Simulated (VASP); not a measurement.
Energy against volume of Ca (fcc). Computed with PBE GGA with D3 dispersion (zero damping), VASP's PBE PAW potentials (set 64) (plane waves; VASP).

```
V (Å³/atom)  E (eV/atom)
-----------  -----------
38.924          -2.06967
40.166          -2.07630
41.409          -2.07875
42.651          -2.07745
43.893          -2.07282
```

### Question
Fit a third-order Birch-Murnaghan equation of state.

### Answer

```json
{
 "volume_per_atom": "41.58 Å^3/atom",
 "bulk_modulus": "15.9 GPa",
 "pressure_derivative_of_the_bulk_modulus": "2.75",
 "lattice_constant_a": "5.499 Å"
}
```

Measured: a 5.553 Å at 0 K (computed value off by -1.0 %), as given by Gábor I. Csonka et al., Physical Review B (2009), arXiv:0903.4037 [low-temperature or extrapolated to 0 K; zero-point anharmonic expansion removed].

The compound is Ca in the fcc structure. It was relaxed first.
